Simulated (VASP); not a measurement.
These are PBE GGA, VASP's PBE PAW potentials (set 64) (plane waves; VASP) values and carry that method's errors.

Input for VASP

POSCAR:
```
MnC
1
    1.4663280000    -3.8748250000     0.0000000000
    1.4663280000     3.8748250000     0.0000000000
    0.0000000000     0.0000000000     2.8897240000
C Mn
2 2
Direct
  0.5640000000   0.4360000000   0.2500000000
  0.4360000000   0.5640000000   0.7500000000
  0.8547500000   0.1452500000   0.2500000000
  0.1452500000   0.8547500000   0.7500000000
```

**KPOINTS**
```
Regular mesh
0
gamma
  7 7 7
```

### INCAR
```
SYSTEM = MnC
PREC = Accurate; ENCUT = 520; LREAL = .FALSE.
LASPH = .TRUE.
EDIFF = 1E-6; NELM = 100; ALGO = Normal
LMAXMIX = 4
ISMEAR = 0; SIGMA = 0.05
GGA = PE
MAGMOM = 2*0.0 2*4.0
ISPIN = 2
ISIF = 2
LWAVE = .FALSE.; LCHARG = .FALSE.; LORBIT = 10
```

POTCAR, in this order: C Mn_pv (PBE.64 set). Program: vasp_std.

The moments were started parallel, and other spin orders were not tried in this run.

**Question.** What does the run give for the energy per atom (σ→0), cell moment, pressure, largest force, band gap (on the k-mesh)?

**Answer.** 
```yaml
energy per atom (σ→0): -8.459 eV/atom
cell_moment: 3.90 μB
band gap (on the k-mesh): none (metal, semimetal or under 0.01 eV)
pressure: -11.90 GPa
largest_force: 0.166 eV/Å
```

File OSZICAR:
```
...
DAV:   9    -0.338380148461E+02    0.23876E-01   -0.12222E-01  7357   0.337E+00    0.121E+00
DAV:  10    -0.338389521991E+02   -0.93735E-03   -0.99843E-03  6943   0.865E-01    0.394E-01
DAV:  11    -0.338384413911E+02    0.51081E-03   -0.31511E-03  7261   0.458E-01    0.113E-01
DAV:  12    -0.338384820905E+02   -0.40699E-04   -0.24161E-04  7508   0.148E-01    0.494E-02
DAV:  13    -0.338384800648E+02    0.20257E-05   -0.16100E-05  7771   0.373E-02    0.186E-02
DAV:  14    -0.338384780084E+02    0.20563E-05   -0.38557E-06  6414   0.174E-02    0.496E-03
DAV:  15    -0.338384775616E+02    0.44687E-06   -0.56809E-07  3362   0.733E-03
   1 F= -.33838478E+02 E0= -.33837331E+02  d E =-.229340E-02  mag=     3.9015
```

The structure was generated: MnC was put into the CrB type (Cmcm), which need not be its known phase. The cell was not relaxed at this level. The k-mesh is coarse (spacing up to 0.33 per Å, 2π included), so the numbers may not be converged in it.
